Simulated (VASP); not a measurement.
```yaml
crystal:
  lattice:
    - [-1.64848, 1.64848, 1.64848]
    - [1.64848, -1.64848, 1.64848]
    - [1.64848, 1.64848, -1.64848]
  atoms:
    - { symbol: Nb, position: [0.00000, 0.00000, 0.00000] }
```

Computed with r2SCAN+rVV10, VASP's PBE PAW potentials (set 64) (plane waves; VASP 6.6.1). Numerical set-up: 520 eV cut-off, 17×17×17 Γ-centred mesh, tetrahedra with Blöchl corrections, potentials Nb_sv.

**Question.** Give the energies of bands 5 to 9 at the high-symmetry points, in eV from the Fermi level.

**Answer.** 
```json
[
 {"band": "5", "Γ": "-6.30", "H": "-3.92", "N": "-3.92", "P": "-1.18"},
 {"band": "6", "Γ": "0.46", "H": "-3.92", "N": "-1.71", "P": "-1.18"},
 {"band": "7", "Γ": "0.46", "H": "5.92", "N": "2.28", "P": "-1.18"},
 {"band": "8", "Γ": "0.46", "H": "5.92", "N": "3.62", "P": "4.50"},
 {"band": "9", "Γ": "3.60", "H": "5.92", "N": "4.35", "P": "4.50"}
]
```

It has no gap at this level: it comes out as a metal or semimetal.

The compound is Nb in the bcc structure. It was relaxed first.
